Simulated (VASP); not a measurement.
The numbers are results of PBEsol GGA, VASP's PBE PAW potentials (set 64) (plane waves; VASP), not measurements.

VASP input:

File POSCAR:
```
LiF
1.0
  0.0400408846   2.0020442322   2.0020442322
  2.0420851169   0.0000000000   2.0420851169
  2.0020442322   2.0020442322   0.0400408846
Li F
1 1
Direct
  0.0000000000   0.0000000000   0.0000000000
  0.5000000000   0.5000000000   0.5000000000
```

### INCAR
```
# general
SYSTEM=LiF
PREC  =Accurate
ENCUT =600   # plane-wave cut-off (eV)
LREAL =.False.   # projection in real space or not
LASPH =.True.   # aspherical one-centre terms

# electronic loop
EDIFF =1E-7   # SCF stop (eV)
NELM  =100   # most electronic steps
ALGO  =Normal

# smearing
ISMEAR=0   # Gaussian
SIGMA =0.05

# functional
GGA   =PS

# ions
ISIF  =2

# output
LWAVE =.False.
LCHARG=.False.
```

### KPOINTS
```
Regular mesh
0
Gamma
  10 10 10
```

POTCAR, in this order: Li_sv F (PBE.64 set). Program: vasp_std.

Output of the run:

**OSZICAR**
```
       N       E                     dE             d eps       ncg     rms          rms(c)
DAV:   1     0.355428703777E+02    0.35543E+02   -0.61769E+03  3206   0.125E+03
DAV:   2    -0.910870312575E+01   -0.44652E+02   -0.43591E+02  3399   0.221E+02
DAV:   3    -0.102636685466E+02   -0.11550E+01   -0.11526E+01  4091   0.342E+01
DAV:   4    -0.102749979077E+02   -0.11329E-01   -0.11321E-01  4100   0.334E+00
DAV:   5    -0.102750981069E+02   -0.10020E-03   -0.10020E-03  4002   0.190E-01    0.406E+00
DAV:   6    -0.985011752275E+01    0.42498E+00   -0.22260E+00  3152   0.117E+01    0.140E+00
DAV:   7    -0.984796947494E+01    0.21480E-02   -0.16779E-02  4218   0.150E+00    0.836E-01
DAV:   8    -0.985016813488E+01   -0.21987E-02   -0.12785E-02  4330   0.159E+00    0.959E-02
DAV:   9    -0.985023834195E+01   -0.70207E-04   -0.88602E-04  3410   0.337E-01    0.419E-02
DAV:  10    -0.985027559099E+01   -0.37249E-04   -0.12070E-04  3416   0.106E-01    0.465E-03
DAV:  11    -0.985027645705E+01   -0.86606E-06   -0.20469E-06  4141   0.191E-02    0.202E-03
DAV:  12    -0.985027659306E+01   -0.13601E-06   -0.46428E-07  3461   0.794E-03    0.838E-04
DAV:  13    -0.985027655968E+01    0.33378E-07   -0.49977E-08  1829   0.239E-03
   1 F= -.98502766E+01 E0= -.98502766E+01  d E =-.208428E-18
```

**OUTCAR**
```
------------------------ aborting loop because EDIFF is reached ----------------------------------------
  FORCE on cell =-STRESS in cart. coord.  units (eV):
  Direction    XX          YY          ZZ          XY          YZ          ZX
  --------------------------------------------------------------------------------------
  Total       -0.0215106     -0.0383130     -0.0215106      0.0000000      0.0000000     -0.2486276
  in kB       -2.1482591     -3.8263081     -2.1482591      0.0000000      0.0000000    -24.8303417
  external PRESSURE =      -2.7076088 kB  Pullay stress =       0.0000000 kB
  volume of cell :       16.04
      direct lattice vectors                 reciprocal lattice vectors
     0.040040885  2.002044232  2.002044232    -0.254841563  0.249744732  0.254841563
     2.042085117  0.000000000  2.042085117     0.244847776 -0.249744732  0.244847776
     2.002044232  2.002044232  0.040040885     0.254841563  0.249744732 -0.254841563
  FREE ENERGIE OF THE ION-ELECTRON SYSTEM (eV)
  ---------------------------------------------------
  free  energy   TOTEN  =        -9.8502765597 eV

  energy  without entropy=       -9.8502765597  energy(sigma->0) =       -9.85027656
```
(Selected blocks of OUTCAR.)

The compound is LiF in the rock salt structure. This cell was strained or had an atom moved on purpose.
